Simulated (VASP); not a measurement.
```
CELL_PARAMETERS angstrom
      0.00000     1.99918     1.99918
      1.99918     0.00000     1.99918
      1.99918     1.99918     0.00000
ATOMIC_POSITIONS crystal
  Li 0.00000 0.00000 0.00000
  H  0.50000 0.50000 0.50000
```

The numbers are results of PBE GGA, VASP's PBE PAW potentials (set 64) (plane waves; VASP 6.6.1), not measurements. Settings: 530 eV cut-off, 10×10×10 Γ-centred mesh, Gaussian smearing of 0.050 eV, potentials Li_sv H.

**Question.** What does the run give for the energy per atom (σ→0), band gap (on the k-mesh) with the smallest direct gap where there is one?

**Answer.** 
```yaml
band gap (on the k-mesh): 2.97 eV
smallest direct gap (on the k-mesh): 2.97 eV
energy per atom (σ→0): -3.063 eV/atom
```

The compound is LiH in the rock salt structure. It was relaxed first, which changed the volume by -6 %. The start is the result of an earlier pass.
